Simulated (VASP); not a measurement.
Energy against volume of Ti (hcp). Level of theory: rev-vdW-DF2, VASP's PBE PAW potentials (set 64) (plane waves; VASP). Run with 520 eV cut-off, 14×14×8 Γ-centred mesh, first-order Methfessel-Paxton smearing of 0.10 eV, potentials Ti_sv.

Shape and ions are relaxed at each volume.

| V (Å³/atom) | E (eV/atom) |
|---|---|
| 16.443 | -5.28883 |
| 16.951 | -5.29472 |
| 17.460 | -5.28955 |
| 17.968 | -5.27472 |

Q: Fit these four points and predict the energy of the run at 15.934 Å³/atom.

A: A cubic in V^(−2/3), the third-order Birch-Murnaghan form, passes through the four points with V0 = 16.96 Å³/atom and B0 = 116 GPa, and gives -5.2703 eV/atom there. The run gave -5.2703 eV/atom, +0.0 meV/atom from the fit; all five points give B0 = 116 GPa.

The compound is Ti in the hcp structure. It was relaxed first.
